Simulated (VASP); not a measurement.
VASP ran on this input.

### KPOINTS
```
Automatic mesh
0
Gamma
14 14 14
0 0 0
```

INCAR:
```
ISIF = 3   # ions, shape and volume
LREAL = .FALSE.
LMAXMIX = 4   # l cut-off of mixed one-centre charges
GGA = RP
SIGMA = 0.1
NELM = 100
ALGO = Normal
LWAVE = .FALSE.
EDIFF = 1E-6   # SCF stop (eV)
NSW = 60   # most ionic steps
SYSTEM = VN
ISMEAR = 1
LASPH = .TRUE.   # aspherical one-centre terms
LCHARG = .FALSE.
ENCUT = 520
EDIFFG = -0.01
IBRION = 2   # conjugate gradients
PREC = Accurate
```

### POSCAR
```
VN
1
    0.0000000000     2.0700000000     2.0700000000
    2.0700000000     0.0000000000     2.0700000000
    2.0700000000     2.0700000000     0.0000000000
V N
1 1
Direct
  0.0000000000   0.0000000000   0.0000000000
  0.5000000000   0.5000000000   0.5000000000
```

POTCAR, in this order: V_sv N (PBE.64 set). Program: vasp_std.

**Question.** Write an equivalent input for Ansatz.

**Answer.** One equivalent input (not run):
Ansatz 0.2 input:
```yaml
crystal:
  lattice:
    - [0.0000000, 2.0700000, 2.0700000]
    - [2.0700000, 0.0000000, 2.0700000]
    - [2.0700000, 2.0700000, 0.0000000]
  atoms:
    - { symbol: V, position: [0.0000000, 0.0000000, 0.0000000] }
    - { symbol: N, position: [0.5000000, 0.5000000, 0.5000000] }
kpoints:
  mp_grid: { grid: [14, 14, 14] }
hamiltonian:
  xc: rpbe
  pseudopotentials: { kind: paw }
scf:
  occupations: { method: methfessel_paxton, width: 0.1 }
  max_iter: 100
relax:
  max_steps: 60
  f_tol: 0.01
  cell: {}
output: { forces: true, stress: true, eigenvalues: true }
```
Limits of the translation: each code has its own PAW files, so the cut-off isn't converted (ENCUT is set for VASP's; basis.ecutwfc is left out, and Ansatz then takes the one that its files recommend); Ansatz stops its SCF on the density residual and VASP on the energy change (EDIFF).

The compound is VN in the rock salt structure, which distorts at low temperature. This run relaxes it. Symmetry was kept, so distortions that lower it aren't found.
